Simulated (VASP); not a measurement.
Output of a VASP run:

**OSZICAR**
```
       N       E                     dE             d eps       ncg     rms          rms(c)
DAV:   1     0.184431190860E+02    0.18443E+02   -0.61553E+03  1709   0.144E+03
DAV:   2    -0.220953746115E+02   -0.40538E+02   -0.34829E+02  1535   0.330E+02
DAV:   3    -0.259680156536E+02   -0.38726E+01   -0.33609E+01  1523   0.156E+02
DAV:   4    -0.261603369492E+02   -0.19232E+00   -0.17460E+00  1604   0.165E+01
DAV:   5    -0.261663906372E+02   -0.60537E-02   -0.55987E-02  1542   0.219E+00    0.442E+01
DAV:   6    -0.251711414333E+02    0.99525E+00   -0.90600E-01  1651   0.296E+01    0.187E+01
DAV:   7    -0.248068046947E+02    0.36434E+00   -0.71909E-01  1715   0.251E+01    0.680E-01
DAV:   8    -0.247933970684E+02    0.13408E-01   -0.10126E-02  1719   0.124E+00    0.207E-01
DAV:   9    -0.247925823440E+02    0.81472E-03   -0.62831E-04  1741   0.286E-01    0.366E-02
DAV:  10    -0.247925955480E+02   -0.13204E-04   -0.36597E-05  1455   0.577E-02    0.658E-03
DAV:  11    -0.247925966461E+02   -0.10981E-05   -0.24344E-07   785   0.211E-02    0.612E-03
DAV:  12    -0.247925964074E+02    0.23873E-06   -0.21926E-07   749   0.161E-02
   1 F= -.24792596E+02 E0= -.24792977E+02  d E =0.114061E-02
```

### OUTCAR
```
------------------------ aborting loop because EDIFF is reached ----------------------------------------
  FORCE on cell =-STRESS in cart. coord.  units (eV):
  Direction    XX          YY          ZZ          XY          YZ          ZX
  --------------------------------------------------------------------------------------
  Total        3.6337755      0.2891787      3.2045840     -0.2766736      0.0000000      0.0000000
  in kB      200.8122886     15.9807973    177.0940032    -15.2897352      0.0000000      0.0000000
  external PRESSURE =     131.2956964 kB  Pullay stress =       0.0000000 kB
  volume of cell :       28.99
      direct lattice vectors                 reciprocal lattice vectors
     1.358413000 -2.458334000  0.000000000     0.368076572 -0.203389775  0.000000000
     1.358413000  2.458334000  0.000000000     0.368076572  0.203389775  0.000000000
     0.000000000  0.000000000  4.340859000     0.000000000  0.000000000  0.230369150
 POSITION                                       TOTAL-FORCE (eV/Angst)
 -----------------------------------------------------------------------------------
      1.35841      0.81945      1.08521         0.175274     -0.244856     -0.000000
      1.41045     -0.81945      3.25564        -0.175274      0.244856      0.000000
 -----------------------------------------------------------------------------------
    total drift:                               -0.000001      0.000000      0.000000
  FREE ENERGIE OF THE ION-ELECTRON SYSTEM (eV)
  ---------------------------------------------------
  free  energy   TOTEN  =       -24.7925964074 eV

  energy  without entropy=      -24.7937370169  energy(sigma->0) =      -24.79297661
```
(Selected blocks of OUTCAR.)

### POSCAR
```
Re
1
    1.3584130000    -2.4583340000     0.0000000000
    1.3584130000     2.4583340000     0.0000000000
    0.0000000000     0.0000000000     4.3408590000
Re
2
Direct
  0.3333330000   0.6666670000   0.2500000000
  0.6858190000   0.3524850000   0.7500000000
```

Write an INCAR and KPOINTS that could have produced this output.

One answer among several that fit: the input of the run itself, PBE GGA, plane waves, VASP's PBE PAW potentials (set 64).

INCAR:
```
SYSTEM = Re
PREC = Accurate; ENCUT = 400; LREAL = F
LASPH = T; KSPACING = 0.5; KGAMMA = T
EDIFF = 1E-6; NELM = 100; ALGO = Normal
LMAXMIX = 6
ISMEAR = 1; SIGMA = 0.1
GGA = PE
ISIF = 2
LWAVE = F; LCHARG = F
```

POTCAR, in this order: Re (PBE.64 set). Program: vasp_std.

The compound is Re in the hcp structure. The cell was not relaxed at this level, atoms are displaced from their ideal sites. The run is one of a series of settings (KGAMMA = .TRUE., KSPACING = 0.5, KPOINTS file removed against the base run), some of them coarse on purpose.
